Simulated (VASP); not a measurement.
# AlGaN₂ (space group P-4m2): computed properties

The numbers are results of r2SCAN meta-GGA, VASP's PBE PAW potentials (set 64) (plane waves; VASP 6.6.1), not measurements.

```
Quantity                                                                                   Result
-----------------------------------------------  ------------------------------------------------
space group                                                                           P-4m2 (115)
cell                                             a = b = 3.140 Å, c = 4.421 Å, α = β = γ = 90.00°
volume per atom                                                                     10.90 Å³/atom
band gap (over mesh and band path)                                                        3.37 eV
smallest direct gap (over mesh and band path)                                             3.37 eV
band-edge character without spin-orbit coupling                                    direct, Γ to Γ
band gap with spin-orbit coupling                                                         3.37 eV
density                                                                                4.75 g/cm³
mean ε∞ (independent particles)                                                              4.74
```

Space group P-4m2 (No. 115); a = 3.140 Å, b = 3.140 Å, c = 4.421 Å, α = 90.00°, β = 90.00°, γ = 90.00°

```tsv
atom	site	symmetry	x	y	z
Al	1c	-4m2	0.5000	0.5000	0.5000
Ga	1a	-4m2	0.0000	0.0000	0.0000
N	2g	2mm.	0.0000	0.5000	0.2616
```

The structure comes from a computed database's AlGaN2 entry (P-4m2); how it stands against other phases isn't given here. It was relaxed first. Symmetry was kept, so distortions that lower it aren't found.
